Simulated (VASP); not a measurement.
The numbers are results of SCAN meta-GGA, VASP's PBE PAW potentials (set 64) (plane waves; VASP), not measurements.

Input for VASP

INCAR:
```
SYSTEM = AlN
PREC = Accurate
ENCUT = 520
EDIFF = 1E-6
NELM = 100
ALGO = Normal
LREAL = .FALSE.
LASPH = .TRUE.
ISMEAR = 0
SIGMA = 0.05
METAGGA = SCAN
LMIXTAU = .TRUE.
LWAVE = .FALSE.
LCHARG = .FALSE.
IBRION = 2
ISIF = 3
NSW = 60
EDIFFG = -0.02
```

KPOINTS:
```
Automatic
0
gamma
7 7 4
0 0 0
```

POSCAR:
```
AlN
1
    1.5566497979    -2.6961965337    -0.0000000000
    1.5566497979     2.6961965337     0.0000000000
    0.0000000000     0.0000000000     4.9837267432
Al N
2 2
Direct
  0.6666670000   0.3333330000   0.5000242274
  0.3333330000   0.6666670000   0.0000242274
  0.6666670000   0.3333330000   0.8819757726
  0.3333330000   0.6666670000   0.3819757726
```

POTCAR, in this order: Al N (PBE.64 set). Program: vasp_std.

Output of the run:

File OUTCAR:
```
 ion  position               nearest neighbor table
   1  0.667  0.333  0.500-   4 1.89   4 1.89   4 1.89   3 1.90   2 3.07   2 3.07   2 3.07   2 3.07
                             2 3.07   2 3.07
   2  0.333  0.667  0.000-   3 1.89   3 1.89   3 1.89   4 1.90   1 3.07   1 3.07   1 3.07   1 3.07
                             1 3.07   1 3.07
   3  0.667  0.333  0.882-   2 1.89   2 1.89   2 1.89   1 1.90
   4  0.333  0.667  0.382-   1 1.89   1 1.89   1 1.89   2 1.90
  LATTYP: Found a hexagonal cell.
 ALAT       =     3.1132995907
 C/A-ratio  =     1.6007861107
 Subroutine PRICEL returns:
 Original cell was already a primitive cell.
 Subroutine GETGRP returns: Found 12 space group operations
The static configuration has the point symmetry C_3v.
 The point group associated with its full space group is C_6v.
The dynamic configuration has the point symmetry C_3v.
 Subroutine INISYM returns: Found 12 space group operations
 Subroutine IBZKPT returns following result:
 Found     24 irreducible k-points:

 Following reciprocal coordinates:
            Coordinates               Weight
  0.000000  0.000000  0.000000      1.000000
  0.142857 -0.000000  0.000000      6.000000
  0.285714  0.000000  0.000000      6.000000
...
```

File OSZICAR:
```
       N       E                     dE             d eps       ncg     rms          rms(c)
DAV:   1     0.398172487339E+02    0.39817E+02   -0.79087E+03   576   0.123E+03
DAV:   2    -0.461434325165E+02   -0.85961E+02   -0.82004E+02   876   0.238E+02
DAV:   3    -0.499967984072E+02   -0.38534E+01   -0.38411E+01   752   0.534E+01
DAV:   4    -0.500280960969E+02   -0.31298E-01   -0.31294E-01   640   0.571E+00
DAV:   5    -0.500285729817E+02   -0.47688E-03   -0.47687E-03   740   0.716E-01    0.126E+01
DAV:   6    -0.393583530283E+02    0.10670E+02   -0.18683E+01   692   0.322E+01    0.536E+00
DAV:   7    -0.404116687268E+02   -0.10533E+01   -0.11408E+00   576   0.117E+01    0.333E+00
DAV:   8    -0.422902492439E+02   -0.18786E+01   -0.19922E+00   624   0.124E+01    0.233E+00
DAV:   9    -0.403057384445E+02    0.19845E+01   -0.13312E+00   604   0.109E+01    0.542E-01
DAV:  10    -0.409299917481E+02   -0.62425E+00   -0.23341E-01   588   0.634E+00    0.372E-01
DAV:  11    -0.408889352802E+02    0.41056E-01   -0.11869E-02   624   0.160E+00    0.327E-01
DAV:  12    -0.408930362012E+02   -0.41009E-02   -0.67830E-03   692   0.747E-01    0.128E-01
DAV:  13    -0.408937517347E+02   -0.71553E-03   -0.14902E-02   576   0.200E+00    0.434E-02
DAV:  14    -0.408946961270E+02   -0.94439E-03   -0.32623E-04   740   0.247E-01    0.375E-02
DAV:  15    -0.408949396915E+02   -0.24356E-03   -0.50862E-05   604   0.845E-02    0.374E-02
DAV:  16    -0.408951063058E+02   -0.16661E-03   -0.13360E-04   576   0.186E-01    0.216E-02
DAV:  17    -0.408950953972E+02    0.10909E-04   -0.18011E-05   600   0.685E-02    0.126E-02
DAV:  18    -0.408950507693E+02    0.44628E-04   -0.78173E-06   600   0.407E-02    0.126E-02
DAV:  19    -0.408950524286E+02   -0.16593E-05   -0.11892E-06   436   0.110E-02    0.897E-03
DAV:  20    -0.408950504624E+02    0.19662E-05   -0.10873E-06   312   0.800E-03    0.572E-03
DAV:  21    -0.408950517863E+02   -0.13238E-05   -0.14409E-06   300   0.105E-02    0.210E-03
DAV:  22    -0.408950594445E+02   -0.76582E-05   -0.20529E-07   288   0.709E-03    0.415E-04
DAV:  23    -0.408950583736E+02    0.10709E-05   -0.19982E-08   288   0.198E-03    0.228E-04
DAV:  24    -0.408950606364E+02   -0.22628E-05   -0.52050E-09   288   0.990E-04    0.136E-04
DAV:  25    -0.408950601603E+02    0.47614E-06   -0.29751E-09   288   0.649E-04
   1 F= -.40895060E+02 E0= -.40895060E+02  d E =-.408951E+02
       N       E                     dE             d eps       ncg     rms          rms(c)
DAV:   1    -0.409178620482E+02   -0.22801E-01   -0.45862E-01   660   0.669E+00    0.971E-01
DAV:   2    -0.408959106748E+02    0.21951E-01   -0.66643E-02   684   0.218E+00    0.272E-01
DAV:   3    -0.408943914670E+02    0.15192E-02   -0.40604E-03   652   0.637E-01    0.945E-02
DAV:   4    -0.408954038093E+02   -0.10123E-02   -0.76882E-04   576   0.431E-01    0.392E-02
DAV:   5    -0.408943825133E+02    0.10213E-02   -0.10544E-03   576   0.493E-01    0.250E-02
DAV:   6    -0.408953079214E+02   -0.92541E-03   -0.35555E-04   576   0.275E-01    0.919E-03
DAV:   7    -0.408951828244E+02    0.12510E-03   -0.19819E-05   692   0.544E-02    0.946E-03
DAV:   8    -0.408952167728E+02   -0.33948E-04   -0.59525E-06   580   0.380E-02    0.240E-03
DAV:   9    -0.408952213986E+02   -0.46258E-05   -0.12593E-06   392   0.178E-02    0.553E-04
DAV:  10    -0.408952285013E+02   -0.71027E-05   -0.21376E-07   288   0.501E-03    0.610E-04
DAV:  11    -0.408952332845E+02   -0.47832E-05   -0.33947E-08   288   0.299E-03    0.307E-04
DAV:  12    -0.408952330179E+02    0.26664E-06   -0.30148E-08   288   0.262E-03
   2 F= -.40895233E+02 E0= -.40895233E+02  d E =-.172858E-03
       N       E                     dE             d eps       ncg     rms          rms(c)
DAV:   1    -0.409038304219E+02   -0.85971E-02   -0.10761E-01   660   0.322E+00    0.469E-01
DAV:   2    -0.408987819844E+02    0.50484E-02   -0.15912E-02   684   0.107E+00    0.130E-01
DAV:   3    -0.408989531259E+02   -0.17114E-03   -0.91597E-04   648   0.298E-01    0.466E-02
DAV:   4    -0.408983406424E+02    0.61248E-03   -0.20957E-04   576   0.224E-01    0.173E-02
DAV:   5    -0.408989462431E+02   -0.60560E-03   -0.30187E-04   576   0.263E-01    0.124E-02
DAV:   6    -0.408986315073E+02    0.31474E-03   -0.97502E-05   576   0.141E-01    0.389E-03
DAV:   7    -0.408986556750E+02   -0.24168E-04   -0.42184E-06   696   0.266E-02    0.396E-03
DAV:   8    -0.408986450836E+02    0.10591E-04   -0.18804E-06   384   0.224E-02    0.771E-04
DAV:   9    -0.408986524845E+02   -0.74010E-05   -0.44293E-07   344   0.943E-03    0.352E-04
DAV:  10    -0.408986510722E+02    0.14123E-05   -0.58388E-08   288   0.249E-03    0.489E-04
DAV:  11    -0.408986478863E+02    0.31859E-05   -0.85788E-09   288   0.146E-03    0.265E-04
DAV:  12    -0.408986501816E+02   -0.22953E-05   -0.99523E-09   288   0.129E-03    0.541E-05
DAV:  13    -0.408986490027E+02    0.11789E-05   -0.27503E-09   288   0.760E-04    0.783E-05
DAV:  14    -0.408986490277E+02   -0.25011E-07   -0.16909E-10   288   0.205E-04
   3 F= -.40898649E+02 E0= -.40898649E+02  d E =-.358887E-02
```

File OUTCAR:
```
------------------------ aborting loop because EDIFF is reached ----------------------------------------
  FORCE on cell =-STRESS in cart. coord.  units (eV):
  Direction    XX          YY          ZZ          XY          YZ          ZX
  --------------------------------------------------------------------------------------
  Total        0.0185610      0.0185610      0.0179613      0.0000000      0.0000000      0.0000000
  in kB        0.7190409      0.7190409      0.6958067      0.0000000      0.0000000      0.0000000
  external PRESSURE =       0.7112961 kB  Pullay stress =       0.0000000 kB
  volume of cell :       41.36
      direct lattice vectors                 reciprocal lattice vectors
     1.550488584 -2.685524998  0.000000000     0.322478995 -0.186183335 -0.000000000
     1.550488584  2.685524998  0.000000000     0.322478995  0.186183335  0.000000000
     0.000000000 -0.000000000  4.966275274     0.000000000  0.000000000  0.201358150
  FREE ENERGIE OF THE ION-ELECTRON SYSTEM (eV)
  ---------------------------------------------------
  free  energy   TOTEN  =       -40.8986490277 eV

  energy  without entropy=      -40.8986490277  energy(sigma->0) =      -40.89864903

 reached required accuracy - stopping structural energy minimisation
```
(Selected blocks of OUTCAR.)

**CONTCAR**
```
AlN
   1.00000000000000
     1.5504885838866140   -2.6855249980620277    0.0000000000000000
     1.5504885838866140    2.6855249980620277    0.0000000000000000
     0.0000000000000000   -0.0000000000000000    4.9662752743025598
  Al              N
     2     2
Direct
     0.6666669999999968    0.3333330000000032    0.5000841562942914
     0.3333330000000032    0.6666669999999968    0.0000841562942914
     0.6666669999999968    0.3333330000000032    0.8819158437057065
     0.3333330000000032    0.6666669999999968    0.3819158437057065
```

The compound is AlN in the wurtzite structure. This run relaxes it. Symmetry was kept, so distortions that lower it aren't found. The start is the result of an earlier pass.
